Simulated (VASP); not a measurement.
TlBr (CsCl type), at 0.96 of the tabulated volume:

```yaml
crystal:
  lattice:
    - [3.93607, 0.00000, 0.00000]
    - [0.00000, 3.93607, 0.00000]
    - [0.00000, 0.00000, 3.93607]
  atoms:
    - { symbol: Tl, position: [0.00000, 0.00000, 0.00000] }
    - { symbol: Br, position: [0.50000, 0.50000, 0.50000] }
```

The highest filled band near X, direction along the valley's axis, from PBE with spin-orbit coupling in VASP (PAW); its two spin partners are averaged. The gap over the points computed is 1.20 eV, and the next band on that side lies 0.79 eV away at the edge.

Run with 400 eV cut-off, 8×8×8 Γ-centred mesh, Gaussian smearing of 0.050 eV, potentials Tl_d Br.

```
distance from the edge in k (1/Å)  distance in energy (meV)
---------------------------------  ------------------------
0.018                                                   5.4
0.025                                                  10.4
0.035                                                  20.3
0.050                                                  40.5
0.070                                                  76.7
```

Problem. Fit E(1 + αE) = ħ²k²/2m* (ħ²/2m0 = 3.810 eV Å²) and predict the row at 0.095 1/Å.

Solution. Least squares on the energies gives the hole mass m* = 0.226 m0 and α = 1.01 per eV, and so 134.0 meV. The run gave 133.6 meV, -0.4 meV from the fit.

Left out are points under 3 meV from the edge, since the levels carry 0.1 meV, and points farther than half the way to the next band.

The compound is TlBr in the CsCl type structure. The cell was not relaxed at this level.
